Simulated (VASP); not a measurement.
# MgSnO2 (R-3m) in VASP: relaxation of cell and atoms with PBE

Aim: the relaxation of cell and atoms of MgSnO2 with PBE.

All numbers are computed with VASP 6.6.1; they aren't measurements. Logs are shortened: lines on timing, memory, paths and dates and some standing lists are left out, and cuts for length are marked.

### Step 1. Starting point

Symmetry: R-3m, No. 166, trigonal system. Conventional cell: a = 3.400 Å, b = 3.400 Å, c = 18.000 Å, α = 90.00°, β = 90.00°, γ = 120.00°. Around Mg (site symmetry -3m) lie 6 O at 2.32 Å. Sn (site symmetry -3m) has 6 O at 2.64 Å as nearest neighbours. Around O (site symmetry 3m) lie 3 Mg at 2.32 Å and 3 Sn at 2.64 Å.

The cell was built by a generator and needn't be a form met in nature.

### Step 2. Relaxation of cell and atoms, PBE

INCAR

```
SYSTEM = MgSnO2
PREC     = Normal         ! precision mode
ENCUT    = 520            ! plane-wave cutoff, eV
EDIFF    = 1E-4           ! SCF threshold, eV
ISMEAR   = 0              ! smearing method
SIGMA    = 0.15           ! smearing width, eV
LREAL    = .FALSE.        ! projectors in reciprocal space
LASPH    = .TRUE.         ! aspherical terms in the spheres
NELM     = 60             ! most SCF steps
ALGO     = Fast           ! electronic algorithm
ISIF     = 3              ! what is computed and relaxed
LWAVE    = .FALSE.        ! write WAVECAR
LCHARG   = .FALSE.        ! write CHGCAR
GGA      = PE             ! functional
IBRION   = 2              ! ionic algorithm
NSW      = 24             ! ionic steps
EDIFFG   = -0.08          ! ionic threshold
```

KPOINTS

```
regular mesh
0
G
  5 5 5
  0 0 0
```

POSCAR

```
MgSnO2
1.0
    1.7000000000      0.9814954600      6.0000000000
   -1.7000000000      0.9814954600      6.0000000000
    0.0000000000     -1.9629909200      6.0000000000
Mg Sn O
1 1 2
Direct
    0.5000000000      0.5000000000      0.5000000000
    0.0000000000      0.0000000000      0.0000000000
    0.2350000000      0.2350000000      0.2350000000
    0.7650000000      0.7650000000      0.7650000000
```

Potentials or basis: VASP PAW PBE potentials, release 64 (Mg, Sn_d, O).

Launch:

```
$ cat potpaw_PBE.64/Mg/POTCAR potpaw_PBE.64/Sn_d/POTCAR potpaw_PBE.64/O/POTCAR > POTCAR
$ mpirun -np 1 vasp_std > vasp.out
```

OUTCAR:

```text
SYSTEM = MgSnO2
   PREC = Normal
   ENCUT = 520
   EDIFF = 1E-4
   ISMEAR = 0
   LREAL = .FALSE.
   LASPH = .TRUE.
   NELM = 60
   ISIF = 3
   GGA = PE
   IBRION = 2
   NSW = 24
   EDIFFG = -0.08

 ion  position               nearest neighbor table
   1  0.500  0.500  0.500-   3 2.32   3 2.32   4 2.32   4 2.32   3 2.32   4 2.32   2 3.59   2 3.59
                             2 3.59   2 3.59   2 3.59   2 3.59
   2  0.000  0.000  0.000-   4 2.64   4 2.64   3 2.64   3 2.64   4 2.64   3 2.64   1 3.59   1 3.59
                             1 3.59   1 3.59   1 3.59   1 3.59
   3  0.235  0.235  0.235-   1 2.32   1 2.32   1 2.32   2 2.64   2 2.64   2 2.64
   4  0.765  0.765  0.765-   1 2.32   1 2.32   1 2.32   2 2.64   2 2.64   2 2.64

  LATTYP: Found a trigonal (rhomboedric) cell.
 ALAT       =     6.3129496543
 COS(alpha) =     0.8549682163

  Lattice vectors:

 A1 = (   1.7000000000,   0.9814954600,   6.0000000000)
 A2 = (  -1.7000000000,   0.9814954600,   6.0000000000)
 A3 = (   0.0000000000,  -1.9629909200,   6.0000000000)

Analysis of symmetry for initial positions (statically):
=====================================================================
 Subroutine PRICEL returns:
 Original cell was already a primitive cell.

 Routine SETGRP: Setting up the symmetry group for a
 trigonal (rhombohedral) supercell.

 Subroutine GETGRP returns: Found 12 space group operations
 (whereof 12 operations were pure point group operations)
 out of a pool of 12 trial point group operations.

The static configuration has the point symmetry D_3d.

Analysis of symmetry for dynamics (positions and initial velocities):
=====================================================================
 Subroutine PRICEL returns:
 Original cell was already a primitive cell.

 Routine SETGRP: Setting up the symmetry group for a
 trigonal (rhombohedral) supercell.

 Subroutine GETGRP returns: Found 12 space group operations
 (whereof 12 operations were pure point group operations)
 out of a pool of 12 trial point group operations.

The dynamic configuration has the point symmetry D_3d.

 Subroutine INISYM returns: Found 12 space group operations
 (whereof 12 operations are pure point group operations),
 and found     1 'primitive' translations

----------------------------------------------------------------------------------------

                                     Primitive cell

  volume of cell :      60.0675

  direct lattice vectors                    reciprocal lattice vectors
     1.700000000  0.981495460  6.000000000     0.294117647  0.169808902  0.055555556
    -1.700000000  0.981495460  6.000000000    -0.294117647  0.169808902  0.055555556
     0.000000000 -1.962990920  6.000000000     0.000000000 -0.339617805  0.055555556

  length of vectors
     6.312949654  6.312949654  6.312949655     0.344131767  0.344131767  0.344131767

  position of ions in fractional coordinates (direct lattice)
     0.500000000  0.500000000  0.500000000
     0.000000000  0.000000000  0.000000000
     0.235000000  0.235000000  0.235000000
     0.765000000  0.765000000  0.765000000

  ion indices of the primitive-cell ions
   primitive index   ion index
                 1           1
                 2           2
                 3           3
                 4           4

----------------------------------------------------------------------------------------

 KPOINTS: regular mesh

Automatic generation of k-mesh.
 Grid dimensions read from file:
 generate k-points for:    5    5    5

 Generating k-lattice:

  Cartesian coordinates                     Fractional coordinates (reciprocal lattice)
     0.058823529  0.033961780  0.011111111     0.200000000  0.000000000  0.000000000
    -0.058823529  0.033961780  0.011111111     0.000000000  0.200000000  0.000000000
     0.000000000 -0.067923561  0.011111111     0.000000000  0.000000000  0.200000000

  Length of vectors
     0.068826353  0.068826353  0.068826353

  Shift w.r.t. Gamma in fractional coordinates (k-lattice)
     0.000000000  0.000000000  0.000000000

 Subroutine IBZKPT returns following result:
 ===========================================

 Found     19 irreducible k-points:

 Following reciprocal coordinates:
            Coordinates               Weight
  0.000000  0.000000  0.000000      1.000000
  0.200000  0.000000  0.000000      6.000000
  0.400000  0.000000  0.000000      6.000000
  0.200000  0.200000  0.000000      6.000000
  0.400000  0.200000 -0.000000     12.000000
 -0.400000  0.200000  0.000000     12.000000
[... 11 lines left out ...]
  0.400000  0.400000  0.400000      2.000000
 -0.400000  0.400000  0.400000      6.000000
   k-points           NKPTS =     19   k-points in BZ     NKDIM =     19   number of bands    NBANDS=     18
   number of dos      NEDOS =    301   number of ions     NIONS =      4
   total plane-waves  NPLWV =  46656
   dimension x,y,z NGX =    36 NGY =   36 NGZ =   36
   dimension x,y,z NGXF=    72 NGYF=   72 NGZF=   72
   ions per type =               1   1   2
   NGX,Y,Z   is equivalent  to a cutoff of   9.48,  9.48,  9.48 a.u.
   NGXF,Y,Z  is equivalent  to a cutoff of  18.96, 18.96, 18.96 a.u.
 SYSTEM =  MgSnO2
   PREC   = normal    normal or accurate (medium, high low for compatibility)
   ISTART =      0    job   : 0-new  1-cont  2-samecut
   ICHARG =      2    charge: 1-file 2-atom 10-const
   ISPIN  =      1    spin polarized calculation?
   LNONCOLLINEAR =      F non collinear calculations
   LSORBIT =      F    spin-orbit coupling
   LASPH  =      T    aspherical Exc in radial PAW
   ENCUT  =  520.0 eV  38.22 Ry    6.18 a.u.  11.74 11.74 11.74*2*pi/ulx,y,z
   NELM   =     60;   NELMIN=  2; NELMDL= -5     # of ELM steps
   EDIFF  = 0.1E-03   stopping-criterion for ELM
   LREAL  =      F    real-space projection
   EDIFFG = -.8E-01   stopping-criterion for IOM
   NSW    =     24    number of steps for IOM
   IBRION =      2    ionic relax: 0-MD 1-quasi-New 2-CG
   NFREE  =      1    steps in history (QN), initial steepest desc. (CG)
   ISIF   =      3    stress and relaxation
   ISYM   =      2    0-nonsym 1-usesym 2-fastsym
   POTIM  = 0.5000    time-step for ionic-motion
   TEBEG  =    0.0;   TEEND  =   0.0 temperature during run
   PSTRESS=    0.0 pullay stress
   NELECT =      28.0000    total number of electrons
   NUPDOWN=      -1.0000    fix difference up-down
   EMIN   =  10.00;   EMAX   =-10.00  energy-range for DOS
   EFERMI =   0.00;   METHOD = LEGACY
   ISMEAR =     0;   SIGMA  =   0.15  broadening in eV -4-tet -1-fermi 0-gaus
   EFERMI_NEDOS =   21; number of points for ismear=-14 and -15
   IALGO  =     68    algorithm
   IMIX   =      4    mixing-type and parameters
     AMIX     =   0.40;   BMIX     =  1.00
     AMIX_MAG =   1.60;   BMIX_MAG =  1.00
  volume/ion in A,a.u.               =      15.02       101.34
  Fermi-wavevector in a.u.,A,eV,Ry     =   1.269349  2.398721 21.922334  1.611246
  Thomas-Fermi vector in A             =   2.402395
   LORBIT       =      0    0 simple, 1 ext, 2 COOP (PROOUT), +10 PAW based schemes
   GGA     = PE    functional components
   LHFCALC =     F    Hartree Fock is set to
   AEXX    =    0.0000 exact exchange contribution
   IVDW    =     0    specifies the selected vdW correction
   LEPSILON=     F    determine dielectric tensor
   LRPA    =     F    only Hartree local field effects (RPA)
 conjugate gradient relaxation of ions
 non-spin polarized calculation
 RMM-DIIS sequential band-by-band and
 Gauss-broadening in eV      SIGMA  =   0.15
  energy-cutoff  :      520.00
  volume of cell :       60.07
 maximum number of plane-waves:      1649
   NGX = 23   NGY = 23   NGZ = 23

--------------------------------------- Ionic step        1  -------------------------------------------

 number of electron      28.0000005 magnetization

 Free energy of the ion-electron system (eV)
  ---------------------------------------------------
  ext. energy  EPLUGINS =         0.00000000
  ---------------------------------------------------
  free energy    TOTEN  =       -21.44943032 eV

  energy without entropy =      -21.44943023  energy(sigma->0) =      -21.44943027

------------------------ aborting loop because EDIFF is reached ----------------------------------------

  FORCE on cell =-STRESS in cart. coord.  units (eV):
  Direction    XX          YY          ZZ          XY          YZ          ZX
  --------------------------------------------------------------------------------------
  -------------------------------------------------------------------------------------
  Total       -4.1546909     -4.1546910     -5.3718640      0.0000000      0.0000000      0.0000000
  in kB     -110.8178165   -110.8178170   -143.2833979      0.0000000      0.0000000      0.0000000
  external PRESSURE =    -121.6396772 kB  Pullay stress =       0.0000000 kB
[... 175 lines left out ...]
  energy  without entropy=      -21.7970340622  energy(sigma->0) =      -21.79703468

--------------------------------------- Ionic step        6  -------------------------------------------

 number of electron      27.9999995 magnetization

 Free energy of the ion-electron system (eV)
  ---------------------------------------------------
  ext. energy  EPLUGINS =         0.00000000
  ---------------------------------------------------
  free energy    TOTEN  =       -21.80051110 eV

  energy without entropy =      -21.80050805  energy(sigma->0) =      -21.80050958

 E-fermi :   6.6559     XC(G=0): -10.9151

 val. band max:        6.2094899860   @ k =  -0.4000   0.2000   0.0000
 cond. band min:       7.0780214423   @ k =   0.4000   0.4000   0.0000
 fundamental gap:      0.8685314563
 Fermi energy:         6.6558525637

 k-point     1 :       0.0000    0.0000    0.0000
  band No.  band energies     occupation
      1     -14.9787      2.00000
      2     -14.9787      2.00000
      3     -14.9366      2.00000
      4     -14.7754      2.00000
      5     -14.7754      2.00000
      6     -11.8179      2.00000
[... 10 lines left out ...]
     17      14.6842      0.00000
     18      14.6842      0.00000
[... 407 lines left out ...]
  FREE ENERGIE OF THE ION-ELECTRON SYSTEM (eV)
  ---------------------------------------------------
  free  energy   TOTEN  =       -21.8005111022 eV

  energy  without entropy=      -21.8005080533  energy(sigma->0) =      -21.80050958

 reached required accuracy - stopping structural energy minimisation
```

Wall time 42 s (1 thread of Intel Xeon 6975P-C (Granite Rapids), shared host); peak memory 0.22 GiB.

Results:

* Free energy: -21.8005 eV
* Relaxed volume: 12.92 Å³/atom
* Relaxed cell: a = 6.007 Å, b = 6.007 Å, c = 6.007 Å, α = 31.23°, β = 31.23°, γ = 31.23°
* Space group after relaxing (to 0.05 Å): R-3m (No. 166)
* Energy gained by relaxing: 87.8 meV/atom
* Ionic steps: 6
* Pressure after relaxing: 0.4 GPa
* Largest force after relaxing: 0.037 eV/Å
* Band gap on the k mesh: 0.87 eV, indirect (least direct gap 1.58 eV)

Forces in eV/Å, atoms in the order of the input:
```
Mg   0.000  0.000  0.000
Sn   0.000  0.000  0.000
O    0.000  0.000  0.037
O    0.000  0.000 -0.037
```

Stress tensor (GPa, compression positive):
```
0.20 0.00 0.00
0.00 0.20 0.00
0.00 0.00 0.75
```

Step by step:
```tsv
step	energy change (eV)	largest force (eV/Å)	pressure (GPa)	volume (Å³)
1	0.0000	0.1742	-12.16	60.07
2	-0.3126	0.5229	3.90	50.69
3	-0.3321	0.4412	-0.13	52.32
4	-0.3319	0.4465	0.52	52.17
5	-0.3476	0.1990	0.27	51.92
6	-0.3511	0.0367	0.38	51.70
```

Final structure:
```yaml
crystal:
  lattice:
    - [1.61678, 0.93345, 5.70943]
    - [-1.61678, 0.93345, 5.70943]
    - [0.00000, -1.86690, 5.70943]
  atoms:
    - { symbol: Mg, position: [0.50000, 0.50000, 0.50000] }
    - { symbol: Sn, position: [0.00000, 0.00000, 0.00000] }
    - { symbol: O, position: [0.23223, 0.23223, 0.23223] }
    - { symbol: O, position: [0.76777, 0.76777, 0.76777] }
```

Caveat: the k mesh is coarse (spacing up to 0.43 Å⁻¹), so the values aren't converged; spin-orbit coupling is left out, which moves the levels of the heavy elements; an odd mesh through Γ misses points on the zone boundary, where band edges often lie; the relaxation stopped at a loose force limit of 0.08 eV/Å, so its end isn't a converged minimum.
